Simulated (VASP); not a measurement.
Given:

```yaml
crystal:
  lattice:
    - [3.46615, 0.00000, 0.00000]
    - [0.00000, 3.46615, 0.00000]
    - [0.00000, 0.00000, 3.46615]
  atoms:
    - { symbol: Si, position: [0.00000, 0.00000, 0.00000] }
    - { symbol: Ni, position: [0.00000, 0.50000, 0.50000] }
    - { symbol: Ni, position: [0.50000, 0.00000, 0.50000] }
    - { symbol: Ni, position: [0.50000, 0.50000, 0.00000] }
```

All values below come from r2SCAN meta-GGA, VASP's PBE PAW potentials (set 64) (plane waves; VASP). Run with 520 eV cut-off, 9×9×9 Γ-centred mesh, first-order Methfessel-Paxton smearing of 0.10 eV, potentials Si Ni.

Problem. Predict the energy per atom (σ→0), band gap (on the k-mesh) with the smallest direct gap where there is one.

Solution. 
```json
{
  "band gap (on the k-mesh)": "none (metal, semimetal or under 0.01 eV)",
  "energy per atom (σ→0)": "-11593 meV/atom"
}
```

Total energies compare only between runs with the same potentials, cut-off and functional.

The compound is Ni3Si in the L1_2 structure. It was relaxed first. The run is not spin-polarised, so no magnetic state was tried.
